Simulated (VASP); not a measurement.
These are PBE GGA with D3 dispersion (zero damping), VASP's PBE PAW potentials (set 64) (plane waves; VASP 6.6.1) values and carry that method's errors.

The input files of a VASP run:

File KPOINTS:
```
Automatic mesh
0
Gamma
6 6 6
0 0 0
```

**INCAR**
```
SYSTEM = SrTe
PREC = Accurate
ENCUT = 400
EDIFF = 1E-6
NELM = 100
ALGO = Normal
LREAL = .FALSE.
LASPH = .TRUE.
ISMEAR = 0
SIGMA = 0.05
GGA = PE
LMAXMIX = 4
LWAVE = .FALSE.
LCHARG = .FALSE.
ISIF = 2
IVDW = 11
```

**POSCAR**
```
SrTe
1.0
  0.0000000000   3.3300000000   3.3300000000
  3.3300000000   0.0000000000   3.3300000000
  3.3300000000   3.3300000000   0.0000000000
Sr Te
1 1
Direct
  0.0000000000   0.0000000000   0.0000000000
  0.5000000000   0.5000000000   0.5000000000
```

POTCAR, in this order: Sr_sv Te (PBE.64 set). Program: vasp_std.

Unless said otherwise, spin-orbit coupling is left out, though it shifts the bands of the heavy elements here.

Question: Predict the energy per atom (σ→0), dispersion energy, band gap (on the k-mesh).

Answer: 
| Property | Value |
|---|---|
| energy per atom (σ→0) | -4.363 eV/atom |
| dispersion energy | -0.466 eV |
| band gap (on the k-mesh) | 1.69 eV |

File OSZICAR:
```
...
DAV:   6    -0.825532611025E+01    0.96124E-01   -0.18875E-01   472   0.252E+00    0.923E+00
DAV:   7    -0.825965615241E+01   -0.43300E-02   -0.21606E-01   520   0.305E+00    0.910E-01
DAV:   8    -0.825899113250E+01    0.66502E-03   -0.26634E-02   464   0.806E-01    0.283E-01
DAV:   9    -0.825925380827E+01   -0.26268E-03   -0.91887E-04   500   0.245E-01    0.881E-02
DAV:  10    -0.825944331241E+01   -0.18950E-03   -0.15493E-04   460   0.867E-02    0.208E-02
DAV:  11    -0.825946843962E+01   -0.25127E-04   -0.29328E-05   496   0.370E-02    0.261E-02
DAV:  12    -0.825946890445E+01   -0.46483E-06   -0.19432E-06   512   0.791E-03
   1 F= -.87256143E+01 E0= -.87256143E+01  d E =-.470085E-16
```

The compound is SrTe in the rock salt structure. The cell was not relaxed at this level. The run is one of a series of settings (IVDW = 11 against the base run), some of them coarse on purpose.
